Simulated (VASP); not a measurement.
```xyz
2
Lattice="0.0000 2.5862 2.5862 2.5862 0.0000 2.5862 2.5862 2.5862 0.0000" Properties=species:S:1:pos:R:3 pbc="T T T"
K      0.0000     0.0000     0.0000
F      2.5862     2.5862     2.5862
```

These are LDA (Ceperley-Alder, Perdew-Zunger), VASP's LDA PAW potentials (set 64) (plane waves; VASP 6.6.1) values and carry that method's errors. Run with 520 eV cut-off, 11×11×11 Γ-centred mesh, Gaussian smearing of 0.010 eV, potentials K_sv F.

Q: Give the direction-averaged independent-particle dielectric function (no local fields, no excitons; a broadening of 0.1 eV leaves a tail below the gap, and fine structure carries the noise of the k-mesh).

A: 
```csv
ħω (eV),ε₁,ε₂
0.00,2.23,0.00
0.30,2.23,0.00
0.70,2.23,0.00
1.10,2.23,0.00
1.40,2.24,0.00
1.80,2.25,0.00
2.20,2.26,0.00
2.50,2.27,0.00
2.90,2.29,0.01
3.30,2.31,0.01
3.60,2.33,0.01
4.00,2.36,0.01
4.40,2.40,0.01
4.70,2.43,0.01
5.10,2.49,0.01
5.50,2.56,0.02
5.80,2.63,0.03
6.20,2.78,0.07
6.60,2.90,0.36
6.90,2.91,0.25
7.30,2.77,0.58
7.70,3.06,0.43
8.00,3.03,0.67
8.40,2.85,0.75
8.80,2.86,1.28
9.10,2.89,1.11
9.50,2.73,1.32
9.90,2.57,1.44
10.20,2.23,1.81
10.60,2.01,1.63
11.00,1.39,1.17
11.30,1.86,0.77
11.70,2.57,0.95
12.10,2.17,1.74
12.40,1.41,1.48
12.80,1.64,1.10
13.20,1.88,1.07
13.50,1.70,1.16
13.90,1.95,1.39
14.30,1.21,1.05
```
ε₂ peaks at 8.2 eV (height 1.1), 8.8 eV (height 1.3), 10.1 eV (height 1.8), 12.2 eV (height 1.9), 14.1 eV (height 1.5); ε₁(0) averages 2.23, so the electronic refractive index below the gap tends to √2.23 = 1.49.

The structure comes from a computed database's KF entry (Fm-3m); how it stands against other phases isn't given here. It was relaxed first, which changed the volume by -8 %.
